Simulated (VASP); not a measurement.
Energy against volume of CdSe (zinc blende). All values below come from MS2 meta-GGA, VASP's PBE PAW potentials (set 64) (plane waves; VASP). Run with 520 eV cut-off, 8×8×8 Γ-centred mesh, Gaussian smearing of 0.050 eV, potentials Cd Se.

```
V (Å³/atom)  E (eV/atom)
-----------  -----------
27.030          -1.69336
27.892          -1.70757
28.755          -1.71206
29.618          -1.70834
```

### Question
Fit these four points and predict the energy of the run at 30.480 Å³/atom.

### Answer
A cubic in V^(−2/3), the third-order Birch-Murnaghan form, passes through the four points with V0 = 28.77 Å³/atom and B0 = 51 GPa, and gives -1.6977 eV/atom there. The run gave -1.6977 eV/atom, +0.0 meV/atom from the fit; all five points give B0 = 51 GPa.

The compound is CdSe in the zinc blende structure, whereas wurtzite is the usual form. It was relaxed first.
